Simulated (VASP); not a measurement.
Output of a VASP run:

OSZICAR:
```
...
DAV:   4    -0.111599869624E+02   -0.62077E-01   -0.62066E-01  3412   0.869E+00
DAV:   5    -0.111618446914E+02   -0.18577E-02   -0.18577E-02  3180   0.128E+00    0.104E+01
DAV:   6    -0.115702561980E+02   -0.40841E+00   -0.16935E+01  2879   0.582E+01    0.861E+00
DAV:   7    -0.102855050351E+02    0.12848E+01   -0.65343E+00  2639   0.437E+01    0.252E+00
DAV:   8    -0.102500424063E+02    0.35463E-01   -0.20816E-01  3235   0.581E+00    0.576E-01
DAV:   9    -0.102453326518E+02    0.47098E-02   -0.13617E-02  3609   0.205E+00    0.109E-01
DAV:  10    -0.102451323686E+02    0.20028E-03   -0.45741E-04  3498   0.319E-01    0.628E-02
DAV:  11    -0.102451224132E+02    0.99554E-05   -0.53542E-05  3448   0.132E-01    0.102E-02
DAV:  12    -0.102451217210E+02    0.69219E-06   -0.23288E-06  2525   0.268E-02
   1 F= -.43109637E+01 E0= -.43113613E+01  d E =-.431096E+01
       N       E                     dE             d eps       ncg     rms          rms(c)
DAV:   1    -0.147402288510E+02   -0.44951E+01   -0.70364E+01  2520   0.155E+02    0.194E+01
DAV:   2    -0.113959172407E+02    0.33443E+01   -0.30558E+01  2562   0.115E+02    0.924E+00
DAV:   3    -0.980836699660E+01    0.15876E+01   -0.11805E+01  2793   0.746E+01    0.556E+00
DAV:   4    -0.926038201387E+01    0.54798E+00   -0.13107E+00  3012   0.175E+01    0.172E+00
DAV:   5    -0.920076629685E+01    0.59616E-01   -0.62755E-02  3303   0.334E+00    0.432E-01
DAV:   6    -0.919819082830E+01    0.25755E-02   -0.64156E-03  3183   0.132E+00    0.921E-02
DAV:   7    -0.919819737180E+01   -0.65435E-05   -0.36050E-04  3443   0.290E-01    0.272E-02
DAV:   8    -0.919819122304E+01    0.61488E-05   -0.39783E-05  3358   0.107E-01    0.425E-03
DAV:   9    -0.919819052627E+01    0.69677E-06   -0.86618E-07  1833   0.131E-02
   2 F= -.40858164E+01 E0= -.40861395E+01  d E =0.225147E+00
       N       E                     dE             d eps       ncg     rms          rms(c)
DAV:   1    -0.127583548845E+02   -0.35602E+01   -0.39268E+01  2548   0.147E+02    0.121E+01
DAV:   2    -0.118501499070E+02    0.90820E+00   -0.21802E+01  2590   0.720E+01    0.881E+00
DAV:   3    -0.103375106487E+02    0.15126E+01   -0.91339E+00  2707   0.471E+01    0.426E+00
DAV:   4    -0.100655102408E+02    0.27200E+00   -0.48837E-01  3242   0.124E+01    0.864E-01
DAV:   5    -0.100406668152E+02    0.24843E-01   -0.37954E-02  3321   0.396E+00    0.232E-01
DAV:   6    -0.100390520562E+02    0.16148E-02   -0.22504E-03  3247   0.737E-01    0.498E-02
DAV:   7    -0.100390639770E+02   -0.11921E-04   -0.37151E-05  3966   0.756E-02    0.197E-02
DAV:   8    -0.100390679697E+02   -0.39927E-05   -0.12667E-05  3847   0.627E-02    0.409E-03
DAV:   9    -0.100390677578E+02    0.21192E-06   -0.55853E-07  1432   0.938E-03
   3 F= -.43568169E+01 E0= -.43572220E+01  d E =-.458532E-01
       N       E                     dE             d eps       ncg     rms          rms(c)
DAV:   1    -0.100317765332E+02    0.72914E-02   -0.65255E-03  2548   0.166E+00    0.167E-01
DAV:   2    -0.100316035108E+02    0.17302E-03   -0.36063E-03  2591   0.990E-01    0.116E-01
DAV:   3    -0.100313456900E+02    0.25782E-03   -0.15148E-03  2726   0.666E-01    0.526E-02
DAV:   4    -0.100312989277E+02    0.46762E-04   -0.97826E-05  3204   0.163E-01    0.908E-03
DAV:   5    -0.100312950939E+02    0.38338E-05   -0.56603E-06  3084   0.444E-02    0.217E-03
DAV:   6    -0.100312949921E+02    0.10178E-06   -0.26206E-07  1274   0.969E-03
   4 F= -.43568782E+01 E0= -.43572831E+01  d E =-.459145E-01
```

OUTCAR:
```
------------------------ aborting loop because EDIFF is reached ----------------------------------------
  FORCE on cell =-STRESS in cart. coord.  units (eV):
  Direction    XX          YY          ZZ          XY          YZ          ZX
  --------------------------------------------------------------------------------------
  Total        5.6650109      5.6650109      5.6650109     -0.0000000      0.0000000      0.0000000
  in kB      449.2540859    449.2540859    449.2540859     -0.0000000      0.0000000      0.0000000
  external PRESSURE =      -0.7459141 kB  Pullay stress =     450.0000000 kB
  volume of cell :       20.20
      direct lattice vectors                 reciprocal lattice vectors
     2.723577681 -0.000000000  0.000000000     0.367164119  0.000000000  0.000000000
    -0.000000000  2.723577681 -0.000000000     0.000000000  0.367164119  0.000000000
    -0.000000000 -0.000000000  2.723577681    -0.000000000  0.000000000  0.367164119
 POSITION                                       TOTAL-FORCE (eV/Angst)
 -----------------------------------------------------------------------------------
      1.36179      1.36179      1.36179        -0.000000      0.000000      0.000000
      0.00000      0.00000      0.00000         0.000000     -0.000000      0.000000
 -----------------------------------------------------------------------------------
    total drift:                               -0.000000      0.000000     -0.000000
  FREE ENERGIE OF THE ION-ELECTRON SYSTEM (eV)
  ---------------------------------------------------
  free  energy   TOTEN  =       -10.0312949921 eV

  energy  without entropy=      -10.0325097550  energy(sigma->0) =      -10.03169991
  enthalpy is  TOTEN    =        -4.3568782126 eV   P V=        5.6744167795

 reached required accuracy - stopping structural energy minimisation
```
(Selected blocks of OUTCAR.)

### POSCAR
```
CoGa
1
    2.7645156867     0.0000000000     0.0000000000
    0.0000000000     2.7645156867     0.0000000000
    0.0000000000     0.0000000000     2.7645156867
Ga Co
1 1
Direct
  0.5000000000   0.5000000000   0.5000000000
  0.0000000000   0.0000000000   0.0000000000
```

Problem. Reconstruct the remaining input files.

Solution. This is not unique; one that fits is the input of the run itself, PBE GGA, plane waves, VASP's PBE PAW potentials (set 64).

**INCAR**
```
# general
SYSTEM =CoGa
PREC   =Accurate
ENCUT  =500
LREAL  =.False.
LASPH  =.True.

# electronic loop
EDIFF  =1E-6
NELM   =100
ALGO   =Normal
LMAXMIX=4

# smearing
ISMEAR =1
SIGMA  =0.1

# functional
GGA    =PE

# ions
IBRION =2
NSW    =40
ISIF   =3
EDIFFG =-0.02
PSTRESS=450

# output
LWAVE  =.False.
LCHARG =.False.
```

File KPOINTS:
```
Automatic mesh
0
Gamma
13 13 13
0 0 0
```

POTCAR, in this order: Ga_d Co (PBE.64 set). Program: vasp_std.

Energy and stress use the plane-wave basis of the starting cell.

The compound is CoGa in the CsCl type structure. This run relaxes it under an external pressure of 45 GPa. Symmetry was kept, so distortions that lower it aren't found. The run is not spin-polarised, so no magnetic state was tried.
